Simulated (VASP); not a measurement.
All values below come from PBEsol GGA, VASP's PBE PAW potentials (set 64) (plane waves; VASP).

VASP input:

### INCAR
```
SYSTEM = BaTiO3
PREC = Accurate
ENCUT = 620
EDIFF = 1E-6
NELM = 100
ALGO = Normal
LREAL = .FALSE.
LASPH = .TRUE.
ISMEAR = 0
SIGMA = 0.05
GGA = PS
LMAXMIX = 4
LWAVE = .FALSE.
LCHARG = .FALSE.
IBRION = 2
ISIF = 3
NSW = 40
EDIFFG = -0.02
PSTRESS = 100
```

**KPOINTS**
```
K-points
0
G
6 6 6
```

File POSCAR:
```
BaTiO3
1.0
  3.9157453324   0.0000000000   0.0000000000
  0.0000000000   3.9157453324   0.0000000000
  0.0000000000   0.0000000000   3.9226553151
Ba Ti O
1 1 3
Cart
  3.9157453324   3.9157453324   3.9053406612
  1.9578726662   1.9578726662   1.9710780371
  1.9578726662   1.9578726662   3.8729012443
  3.9157453324   1.9578726662   1.9193790346
  1.9578726662   0.0000000000   1.9193790346
```

POTCAR, in this order: Ba_sv Ti_sv O (PBE.64 set). Program: vasp_std.

Output

**OUTCAR**
```
 ion  position               nearest neighbor table
   1  0.000  0.000  0.996-   4 2.75   5 2.75   4 2.75   5 2.75   3 2.77   3 2.77   3 2.77   3 2.77
                             4 2.79   5 2.79   5 2.79   4 2.79   2 3.38   2 3.38   2 3.38   2 3.38
   2  0.500  0.500  0.502-   3 1.90   4 1.96   5 1.96   5 1.96   4 1.96   3 2.02   1 3.38   1 3.38
                             1 3.38   1 3.38   1 3.41   1 3.41   1 3.41   1 3.41
   3  0.500  0.500  0.987-   2 1.90   2 2.02   1 2.77   1 2.77   1 2.77   1 2.77
   4  0.000  0.500  0.489-   2 1.96   2 1.96   1 2.75   1 2.75   1 2.79   1 2.79
   5  0.500  0.000  0.489-   2 1.96   2 1.96   1 2.75   1 2.75   1 2.79   1 2.79
  LATTYP: Found a simple tetragonal cell.
 ALAT       =     3.9157453324
 C/A-ratio  =     1.0017646660
 Subroutine PRICEL returns:
 Original cell was already a primitive cell.
 Subroutine GETGRP returns: Found  8 space group operations
The static configuration has the point symmetry C_4v.
The dynamic configuration has the point symmetry C_4v.
 Subroutine INISYM returns: Found  8 space group operations
 Subroutine IBZKPT returns following result:
 Found     40 irreducible k-points:

 Following reciprocal coordinates:
            Coordinates               Weight
  0.000000  0.000000  0.000000      1.000000
  0.166667  0.000000  0.000000      4.000000
  0.333333  0.000000  0.000000      4.000000
  0.500000  0.000000  0.000000      2.000000
  0.166667  0.166667  0.000000      4.000000
  0.333333  0.166667  0.000000      8.000000
  0.500000  0.166667  0.000000      4.000000
  0.333333  0.333333  0.000000      4.000000
  0.500000  0.333333  0.000000      4.000000
  0.500000  0.500000  0.000000      1.000000
  0.000000  0.000000  0.166667      2.000000
  0.166667  0.000000  0.166667      8.000000
  0.333333  0.000000  0.166667      8.000000
  0.500000  0.000000  0.166667      4.000000
  0.166667  0.166667  0.166667      8.000000
  0.333333  0.166667  0.166667     16.000000
  0.500000  0.166667  0.166667      8.000000
  0.333333  0.333333  0.166667      8.000000
...
```

### OSZICAR
```
       N       E                     dE             d eps       ncg     rms          rms(c)
DAV:   1     0.495237466166E+03    0.49524E+03   -0.23925E+04  1920   0.208E+03
DAV:   2     0.547270423633E+01   -0.48976E+03   -0.48213E+03  2336   0.536E+02
DAV:   3    -0.495479122327E+02   -0.55021E+02   -0.52847E+02  2792   0.159E+02
DAV:   4    -0.518856655033E+02   -0.23378E+01   -0.23365E+01  2784   0.313E+01
DAV:   5    -0.519503941082E+02   -0.64729E-01   -0.64725E-01  2624   0.401E+00    0.251E+01
DAV:   6    -0.419337013829E+02    0.10017E+02   -0.65302E+01  2880   0.791E+01    0.105E+01
DAV:   7    -0.419943499815E+02   -0.60649E-01   -0.91722E+00  2448   0.224E+01    0.711E+00
DAV:   8    -0.419241166268E+02    0.70233E-01   -0.14943E+00  2584   0.124E+01    0.226E+00
DAV:   9    -0.418985514325E+02    0.25565E-01   -0.27574E-01  2400   0.479E+00    0.899E-01
DAV:  10    -0.419031385273E+02   -0.45871E-02   -0.13243E-01  2368   0.240E+00    0.932E-01
DAV:  11    -0.418925945065E+02    0.10544E-01   -0.88326E-02  2768   0.227E+00    0.216E-01
DAV:  12    -0.418921306545E+02    0.46385E-03   -0.30754E-03  2256   0.544E-01    0.830E-02
DAV:  13    -0.418920781493E+02    0.52505E-04   -0.17084E-03  2704   0.308E-01    0.544E-02
DAV:  14    -0.418920478954E+02    0.30254E-04   -0.19421E-04  2504   0.109E-01    0.167E-02
DAV:  15    -0.418920464065E+02    0.14889E-05   -0.17998E-05  2440   0.320E-02    0.706E-03
DAV:  16    -0.418920458333E+02    0.57323E-06   -0.69996E-06  2232   0.223E-02
   1 F= -.38138010E+02 E0= -.38138010E+02  d E =-.381380E+02
```

**OUTCAR**
```
------------------------ aborting loop because EDIFF is reached ----------------------------------------
  FORCE on cell =-STRESS in cart. coord.  units (eV):
  Direction    XX          YY          ZZ          XY          YZ          ZX
  --------------------------------------------------------------------------------------
  Total        3.7670295      3.7670295      3.8363773      0.0000000      0.0000000      0.0000000
  in kB      100.3461176    100.3461176    102.1934050      0.0000000      0.0000000      0.0000000
  external PRESSURE =       0.9618801 kB  Pullay stress =     100.0000000 kB
  volume of cell :       60.15
      direct lattice vectors                 reciprocal lattice vectors
     3.915745332  0.000000000  0.000000000     0.255379223  0.000000000  0.000000000
     0.000000000  3.915745332  0.000000000     0.000000000  0.255379223  0.000000000
     0.000000000  0.000000000  3.922655315     0.000000000  0.000000000  0.254929358
 POSITION                                       TOTAL-FORCE (eV/Angst)
 -----------------------------------------------------------------------------------
      0.00000      0.00000      3.90534        -0.000000      0.000000     -0.004931
      1.95787      1.95787      1.97108        -0.000000     -0.000000     -0.019675
      1.95787      1.95787      3.87290        -0.000000      0.000000      0.015947
      0.00000      1.95787      1.91938         0.000000     -0.000000      0.004329
      1.95787      0.00000      1.91938        -0.000000     -0.000000      0.004329
 -----------------------------------------------------------------------------------
    total drift:                                0.000000     -0.000000      0.001189
  FREE ENERGIE OF THE ION-ELECTRON SYSTEM (eV)
  ---------------------------------------------------
  free  energy   TOTEN  =       -41.8920458333 eV

  energy  without entropy=      -41.8920458333  energy(sigma->0) =      -41.89204583
  enthalpy is  TOTEN    =       -38.1380097415 eV   P V=        3.7540360917

 reached required accuracy - stopping structural energy minimisation
```
(Selected blocks of OUTCAR.)

The compound is BaTiO3 in the tetragonal perovskite structure. It was relaxed first under an external pressure of 10 GPa.
